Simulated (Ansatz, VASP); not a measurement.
# CdRu2 in VASP and in Ansatz

File POSCAR:

```
CdRu2
1.0
    0.0000000000      3.6896227797      3.6896227797
    3.6896227797      0.0000000000      3.6896227797
    3.6896227797      3.6896227797      0.0000000000
Cd Ru
2 4
Direct
    0.0000000000      0.0000000000      0.0000000000
    0.2500000000      0.2500000000      0.2500000000
    0.6250000000      0.6250000000      0.6250000000
    0.1250000000      0.6250000000      0.6250000000
    0.6250000000      0.6250000000      0.1250000000
    0.6250000000      0.1250000000      0.6250000000
```

File INCAR.step1:

```
PREC     = Accurate       # precision mode
ENCUT    = 600            # plane-wave cutoff, eV
ISMEAR   = 0              # smearing method
SIGMA    = 0.1            # smearing width, eV
LREAL    = F              # projectors in reciprocal space
LASPH    = T              # aspherical terms in the spheres
NELM     = 100            # most SCF steps
GGA      = PE             # functional
ALGO     = Normal         # electronic algorithm
EDIFF    = 1E-4           # SCF threshold, eV
LWAVE    = T              # write WAVECAR
LCHARG   = F              # write CHGCAR
```

INCAR.step2

```
PREC     = Accurate       # precision mode
ENCUT    = 600            # plane-wave cutoff, eV
EDIFF    = 1E-7           # SCF threshold, eV
ISMEAR   = 0              # smearing method
SIGMA    = 0.1            # smearing width, eV
LREAL    = F              # projectors in reciprocal space
LASPH    = T              # aspherical terms in the spheres
NELM     = 100            # most SCF steps
ALGO     = Normal         # electronic algorithm
ISIF     = 3              # what is computed and relaxed
LWAVE    = F              # write WAVECAR
LCHARG   = F              # write CHGCAR
METAGGA  = R2SCAN         # meta-GGA
LMIXTAU  = T            
IBRION   = 2              # ionic algorithm
NSW      = 90             # ionic steps
EDIFFG   = -0.04          # ionic threshold
ISTART   = 1
```

Contents of KPOINTS:

```
regular mesh
0
Gamma
  4 4 4
```

Input for Ansatz:

```yaml
crystal:
  lattice:
    - [0.0, 3.6896227797, 3.6896227797]
    - [3.6896227797, 0.0, 3.6896227797]
    - [3.6896227797, 3.6896227797, 0.0]
  atoms:
    - { symbol: Cd, position: [0.0, 0.0, 0.0] }
    - { symbol: Cd, position: [0.25, 0.25, 0.25] }
    - { symbol: Ru, position: [0.625, 0.625, 0.625] }
    - { symbol: Ru, position: [0.125, 0.625, 0.625] }
    - { symbol: Ru, position: [0.625, 0.625, 0.125] }
    - { symbol: Ru, position: [0.625, 0.125, 0.625] }
basis:
  ecutwfc: 500
kpoints:
  mp_grid: { grid: [4, 4, 4] }
hamiltonian:
  xc: r2scan
scf:
  occupations: { method: gaussian, width: 0.1 }
  lower_state_search: "off"
output:
  forces: true
  stress: true
  eigenvalues: true
relax:
  adjacent_minimum: "off"
  f_tol: 0.04
  max_steps: 70
  cell: { stress_tol: 0.4 }
```

Alike in both runs: task relaxation of cell and atoms; functional r2SCAN; k mesh 4 × 4 × 4; occupations gaussian, width 0.1 eV; no spin polarisation.

|  | VASP | Ansatz |
| --- | --- | --- |
| version | VASP 6.6.1 | Ansatz 0.2.0 |
| potentials or method | VASP PAW PBE potentials, release 64 (Cd, Ru_pv) | scalar-relativistic, plane waves, PAW |
| plane-wave cutoff (eV) | 600 | 500 |
| valence electrons in the cell | 80 | 104 |

```tsv
	VASP	Ansatz	Ansatz less VASP
gap on the k mesh at the Fermi level, each at its own relaxed structure (eV)	none	none	-
relaxed volume (Å³/atom)	16.19	16.09	-0.101
relaxed cell length with the largest relative difference (Å)	5.160	5.149	-0.0107
energy change over the relaxation (meV/atom)	-11	-15	-3.7
```

A gap of «none» marks a metal or a gap that the smearing closes. The two sets of potentials don't hold the same shells in valence.

Caveats: the k mesh is coarse (spacing up to 0.37 Å⁻¹), so the values aren't converged; the PAW data sets were made with another functional, which shifts forces and pressure a little (VASP).
